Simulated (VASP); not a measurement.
# Cutoff convergence: HgTe

System: HgTe (zinc blende type, first atom moved by 0.06 Å along [111]), 2 atoms in the cell.

```xyz
2
Lattice="0.0000 3.3300 3.3300 3.3300 0.0000 3.3300 3.3300 3.3300 0.0000" Properties=species:S:1:pos:R:3 pbc="T T T"
Hg    0.0346    0.0346    0.0346
Te    1.6650    1.6650    1.6650
```

These are results of HSE06, plane waves, standard recommended PAW potentials (VASP 6.6.1), not measurements.

Orbitals from an earlier step on the same cell; potentials Hg Te; PREC = Normal; HFSCREEN = 0.208; HFRCUT = 0; PRECFOCK = Fast; k-mesh 4×4×4 Γ-centred; Fermi–Dirac smearing of 0.1 eV; no spin polarisation; no spin–orbit coupling.

At 303 eV the pressure at a fixed basis is -1.50 GPa. Another run of the series gave -5.61 GPa at a fixed basis and an energy +21.9 meV/atom from the top run.

**Question.** Which cutoff did it use?
A. 233 eV
B. 210 eV
C. 268 eV

**Answer.** B. The series:

```json
{"cutoff (eV)": "210", "E − E(top) (meV/atom)": "21.9", "pressure at fixed basis (GPa)": "-5.61", "rms force change (meV/Å)": "2.6"}
{"cutoff (eV)": "233", "E − E(top) (meV/atom)": "4.9", "pressure at fixed basis (GPa)": "-1.88", "rms force change (meV/Å)": "0.9"}
{"cutoff (eV)": "268", "E − E(top) (meV/atom)": "1.7", "pressure at fixed basis (GPa)": "-1.26", "rms force change (meV/Å)": "0.7"}
{"cutoff (eV)": "303", "E − E(top) (meV/atom)": "0.0", "pressure at fixed basis (GPa)": "-1.50", "rms force change (meV/Å)": "0.0"}
```

The k-mesh is coarse, so these values belong to this mesh and can lie far from the converged ones. Potentials made with PBE were used with another functional.
